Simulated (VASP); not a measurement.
OSZICAR of a VASP run on SnO (space group P4/nmm):

OSZICAR:
```
       N       E                     dE             d eps       ncg     rms          rms(c)
DAV:   1    -0.173858069247E+04   -0.17386E+04   -0.18335E+04   912   0.220E+03
DAV:   2    -0.207362803979E+04   -0.33505E+03   -0.32962E+03   936   0.548E+02
DAV:   3    -0.212470044789E+04   -0.51072E+02   -0.50633E+02  1064   0.183E+02
DAV:   4    -0.212625529561E+04   -0.15548E+01   -0.15540E+01   944   0.368E+01
DAV:   5    -0.324879627126E+02    0.20938E+04   -0.10560E+01  1112   0.676E+01    0.131E+01
DAV:   6    -0.263352394296E+02    0.61527E+01   -0.24565E+01  1384   0.497E+01    0.407E+00
DAV:   7    -0.275634537676E+02   -0.12282E+01   -0.55736E+00  1000   0.132E+01    0.467E+00
DAV:   8    -0.272633081935E+02    0.30015E+00   -0.77728E-01  1184   0.811E+00    0.156E+00
DAV:   9    -0.272943020189E+02   -0.30994E-01   -0.32614E-01  1080   0.341E+00    0.756E-01
DAV:  10    -0.272821182792E+02    0.12184E-01   -0.22749E-02  1296   0.209E+00    0.456E-01
DAV:  11    -0.272819835399E+02    0.13474E-03   -0.18999E-02  1288   0.961E-01    0.370E-01
DAV:  12    -0.272817364378E+02    0.24710E-03   -0.12175E-03  1272   0.354E-01    0.204E-01
DAV:  13    -0.272816433033E+02    0.93134E-04   -0.92185E-04  1328   0.226E-01    0.104E-01
DAV:  14    -0.272816428110E+02    0.49231E-06   -0.48821E-05  1248   0.850E-02    0.652E-02
DAV:  15    -0.272816417535E+02    0.10575E-05   -0.42377E-05  1016   0.570E-02    0.426E-02
DAV:  16    -0.272816470545E+02   -0.53010E-05   -0.10504E-05  1040   0.252E-02    0.269E-02
DAV:  17    -0.272816493009E+02   -0.22465E-05   -0.21190E-06   744   0.144E-02    0.159E-02
DAV:  18    -0.272816506209E+02   -0.13199E-05   -0.11416E-06   632   0.107E-02    0.964E-03
DAV:  19    -0.272816512954E+02   -0.67454E-06   -0.50707E-07   600   0.696E-03
   1 F= -.27281651E+02 E0= -.27281651E+02  d E =-.188444E-19
```

Task: Which electronic solver shows in the log?

Result: It is blocked Davidson (ALGO = Normal, or the opening steps of other solvers). The INCAR had ALGO = Normal.

Task: Can the final energy be trusted as converged?

Result: The calculation finished and met its thresholds. It stopped with EDIFF = 1E-6, NELM = 100 (B3LYP hybrid, plane waves, VASP's PBE PAW potentials (set 64)).

The structure comes from a computed database's SnO entry; how it stands against other phases isn't given here. The cell was not relaxed at this level. The run is one of a series of settings (AEXX = 0.2, AGGAC = 0.81, AGGAX = 0.72, ALDAC = 0.19, GGA = B3, HFRCUT = -1, ISYM = 3, LHFCALC = .TRUE., PRECFOCK = Fast, KPOINTS 4×4×4 Γ-centred mesh against the base run), some of them coarse on purpose.
